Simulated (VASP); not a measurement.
Input:

```xyz
3
Lattice="0.0000 3.5343 3.5343 3.5343 0.0000 3.5343 3.5343 3.5343 0.0000" Properties=species:S:1:pos:R:3 pbc="T T T"
Sr     0.0000     0.0000     0.0000
Cl     1.7671     1.7671     1.7671
Cl     5.3014     5.3014     5.3014
```

The numbers are results of MS2 meta-GGA, VASP's PBE PAW potentials (set 64) (plane waves; VASP 6.6.1), not measurements. Numerical set-up: 520 eV cut-off, 6×6×6 Γ-centred mesh, Gaussian smearing of 0.050 eV, potentials Sr_sv Cl.

Give the stress tensor in GPa (positive for a compressed cell).

```
-1.01   0.00   0.00
 0.00  -1.01   0.00
 0.00   0.00  -1.01
```
The pressure is its mean diagonal, -1.01 GPa.

The compound is SrCl2 in the fluorite structure. This cell is one point of a volume scan, at 1.03 of the reference volume.
